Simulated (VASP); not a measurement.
# GaF: Born charges and dielectric tensor with LDA

GaF:

```
Ga F
1.0
     3.16592    0.00000    0.00000
     0.00000    3.16592    0.00000
     0.00000    0.00000    3.16592
Ga F
1 1
Direct
  0.00000 0.00000 0.00000
  0.50000 0.50000 0.50000
```

The cell was built by a generator and needn't be a form met in nature.

| Property | Result |
| --- | --- |
| Program | VASP 6.6.1 |
| Task | Born charges and dielectric tensor |
| Functional | LDA |
| Potentials or basis | VASP PAW LDA potentials, release 64 (Ga_d, F) |
| Cutoff | 520 eV |
| k mesh | 8 × 8 × 8 |
| Occupations | fermi-dirac, width 0.05 eV |
| Spin | no spin polarisation |
| Further INCAR settings | ALGO = Fast; EDIFF = 1e-08; IBRION = 8 |

```json
{"Band gap on the k mesh": "0.32 eV, indirect (least direct gap 1.05 eV)", "Electronic dielectric tensor (diagonal)": "8.83", "Born charges (mean of the diagonal)": "Ga +2.13; F -2.13 e", "Highest phonon frequency at Γ, LO-TO splitting left out": "1 cm⁻¹", "Most unstable mode": "156i cm⁻¹"}
```

Levels at points of the mesh, in eV from the valence-band top:
| k point | band 7 | band 8 | band 9 | band 10 | band 11 | band 12 | band 13 | band 14 |
| --- | --- | --- | --- | --- | --- | --- | --- | --- |
| (0.00, 0.00, 0.00) | -6.05 | -3.40 | -3.40 | -3.40 | 8.28 | 8.28 | 8.28 | 9.73 |
| (0.50, 0.00, 0.00) | -6.83 | -3.12 | -3.12 | -0.73 | 0.32 | 8.40 | 8.40 | 12.58 |
| (0.50, 0.50, 0.00) | -4.85 | -4.85 | -3.02 | -2.64 | 3.45 | 3.45 | 9.08 | 10.29 |
| (0.50, 0.50, 0.50) | -3.97 | -3.97 | -3.97 | 0.00 | 2.32 | 2.32 | 2.32 | 11.86 |

Phonon frequencies in cm⁻¹ (negative: imaginary):
| q point | frequencies |
| --- | --- |
| (0.000, 0.000, 0.000) | -156 -156 -156 1 1 1 |

Electronic dielectric tensor:
```
8.83 0.00 0.00
0.00 8.83 0.00
0.00 0.00 8.83
```

Born effective charge tensors (e):
atom 1, Ga
```
2.13 0.00 0.00
0.00 2.13 0.00
0.00 0.00 2.13
```
atom 2, F
```
-2.13  0.00  0.00
 0.00 -2.13  0.00
 0.00  0.00 -2.13
```

It took 83 s on 1 thread of Intel(R) Xeon(R) 6975P-C (Granite Rapids), on a shared host, peak memory 0.21 GiB.

Caveat: the gap is small at this level, which inflates the dielectric constant; some modes are imaginary. A k mesh can miss the band edges.
